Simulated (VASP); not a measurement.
The cell holds one KCl (rock salt) (100) slab, with vacuum along c, ions free to move until forces fall under 0.03 eV/Å, no reconstruction beyond this cell, dipole correction on. Ionisation potential and electron affinity count from the cell's own band edges, surface states included.

Given:

```
CELL_PARAMETERS angstrom
      4.41824     0.00000     0.00000
      0.00000     4.41824     0.00000
      0.00000     0.00000    27.39730
ATOMIC_POSITIONS crystal
  Cl 0.00000 0.50000 0.32852
  Cl 0.00000 0.50000 0.55736
  Cl 0.50000 0.00000 0.44264
  Cl 0.50000 0.00000 0.67148
  K  0.50000 0.00000 0.32976
  K  0.00000 0.50000 0.44280
  K  0.50000 0.00000 0.55720
  K  0.00000 0.50000 0.67024
```

These are PBEsol GGA, VASP's PBE PAW potentials (set 64) (plane waves; VASP) values and carry that method's errors. Settings: 400 eV cut-off, 5×5×1 Γ-centred mesh, Gaussian smearing of 0.050 eV, potentials Cl K_sv.

Slab and bulk use different k-meshes, so the surface energy is good to a few per cent at best.

Question: Predict its surface energy, ionisation potential, electron affinity, band gap (on the k-mesh).

Answer: 
The surface energy is 0.13 J/m^2, the ionisation potential is 6.23 eV and the electron affinity is 1.23 eV. The band gap (on the k-mesh) is 5.01 eV.

The cell is a thin slab with vacuum, built from KCl (rock salt): (100) face.
